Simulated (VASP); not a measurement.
Input:

```xyz
4
Lattice="4.3495 0.0000 0.0000 -2.1748 3.7668 0.0000 0.0000 0.0000 5.1510" Properties=species:S:1:pos:R:3 pbc="T T T"
W     -2.1748     3.7668     0.0000
W     -2.1748     3.7668     2.5755
Te     0.0000     2.5112     1.2878
Te     2.1748     1.2556     3.8633
```

Method: PBEsol GGA, VASP's PBE PAW potentials (set 64) (plane waves; VASP). Numerical set-up: 400 eV cut-off, Gaussian smearing of 0.050 eV, potentials W_sv Te.

Question: Give the energies of bands 11 to 23 at the high-symmetry points, in eV from the Fermi level.

Answer: 
| band | Γ | M | K | A | L | H |
|---|---|---|---|---|---|---|
| 11 | -6.90 | -7.57 | -7.81 | -4.74 | -7.03 | -6.40 |
| 12 | -6.06 | -5.40 | -5.91 | -4.74 | -7.03 | -6.40 |
| 13 | -6.06 | -4.49 | -5.91 | -4.74 | -4.75 | -5.85 |
| 14 | -4.56 | -4.49 | -4.10 | -4.74 | -4.75 | -5.85 |
| 15 | -3.00 | -4.36 | -4.10 | -3.86 | -3.37 | -3.58 |
| 16 | -3.00 | -4.16 | -3.62 | -3.86 | -3.37 | -3.58 |
| 17 | -1.97 | -3.81 | -2.55 | -1.40 | -0.97 | -0.86 |
| 18 | -1.97 | -2.17 | -1.32 | -1.40 | -0.97 | -0.86 |
| 19 | -0.85 | -1.32 | -1.32 | -1.40 | -0.58 | -0.83 |
| 20 | -0.85 | -0.04 | -0.79 | -1.40 | -0.58 | -0.83 |
| 21 | 0.02 | 0.25 | 1.21 | -0.91 | -0.43 | 0.63 |
| 22 | 1.29 | 0.86 | 1.21 | -0.91 | -0.43 | 0.63 |
| 23 | 2.83 | 2.45 | 1.40 | 3.32 | 1.48 | 0.66 |

It has no gap at this level: it comes out as a metal or semimetal.

The structure was generated: WTe was put into the NiAs type type (P6_3/mmc), which need not be its known phase. It was relaxed first, which changed the volume by -36 %.
